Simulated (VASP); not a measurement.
A convergence study with VASP on Gd (hcp): one setting is varied, all else stays as given below, so the limit is that of these other settings.

```
Gd
1.0
    1.81500    -3.14367     0.00000
    1.81500     3.14367     0.00000
    0.00000     0.00000     5.78000
Gd
2
Cartesian
  1.81500   1.04789   1.44500
  1.81500  -1.04789   4.33500
```

Computed with PBE GGA, VASP's PBE PAW potentials (set 64) (plane waves; VASP). The tightest run used: 550 eV cut-off, 21×21×11 Γ-centred mesh, first-order Methfessel-Paxton smearing of 0.10 eV, potentials Gd_3.

The 4f electrons are frozen in the core of the lanthanide potential, so 4f levels, which can set the real gap, and their magnetism are missing.

```csv
setting,E (eV/atom),pressure (GPa),irreducible k-points
1×1×1 mesh,-5.1782,24.99,1
2×2×1 mesh,-5.4251,-9.08,2
3×3×2 mesh,-4.5595,-1.06,6
4×4×2 mesh,-4.5268,0.25,8
5×5×3 mesh,-4.5561,-0.02,10
6×6×3 mesh,-4.6053,-0.48,14
7×7×4 mesh,-4.5763,0.04,24
8×8×4 mesh,-4.5721,0.00,30
9×9×5 mesh,-4.5857,-0.18,36
10×10×5 mesh,-4.5839,-0.21,42
```

These are the cheaper rows. Estimate the results at 21×21×11 mesh, and how far the last row shown lies from them.

| quantity | tightest run | last row shown is off by |
|---|---|---|
| E (eV/atom) | -4.5808 | -0.0031 |
| pressure (GPa) | -0.14 | -0.08 |

Left out are rungs that failed or repeat a setting and relaxations that didn't move; long series are thinned to 24 rows.

The compound is Gd in the hcp structure. The cell was not relaxed at this level.
